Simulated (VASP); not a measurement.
Cost and result of VASP (PAW) for the band gap of YN (rock salt). Gaps are without spin-orbit coupling. Each level names its cell: its own relaxed one, PBE's, or the starting one. A gap is the smallest over the k-mesh and a band path; hybrids may have named points in place of the path, and GW has the mesh alone. The cost counts the self-consistent run with its band path or extra points (for GW, with the PBE run and the diagonalisation ahead of it), each on the mesh and cut-off of its row, so the ratios hold those differences too. With PBEsol it took about 20 core-seconds. The timings are rough (shared machines, no repeats); factors under 2 mean little.

mBJ is a potential without an energy functional, so only the levels count.

```tsv
level	k-mesh	cut-off (eV)	band gap (eV)	cost over PBEsol
PBEsol (own cell)	11×11×11	520	0.07	reference
mBJ (TB09) (PBE cell)	8×8×8	520	1.13	within a factor of 2
SCAN (own cell)	10×10×10	520	0.59	about 4 times
HSEsol (PBE cell)	8×8×8	520	1.05	about 100 times
HSE06 (PBE cell)	8×8×8	520	(withheld)	about 100 times
B3LYP (PBE cell)	8×8×8	520	1.58	about 100 times
PBE0 (PBE cell)	8×8×8	520	(withheld)	about 100 times
```

Q: Some entries are withheld; supply them.

A: 
- HSE06 (PBE cell), band gap (eV): 1.12
- PBE0 (PBE cell), band gap (eV): 1.76

Left out are levels that failed, ran on another kind of processor or have no fit band path; at most nine are shown.

The compound is YN in the rock salt structure.
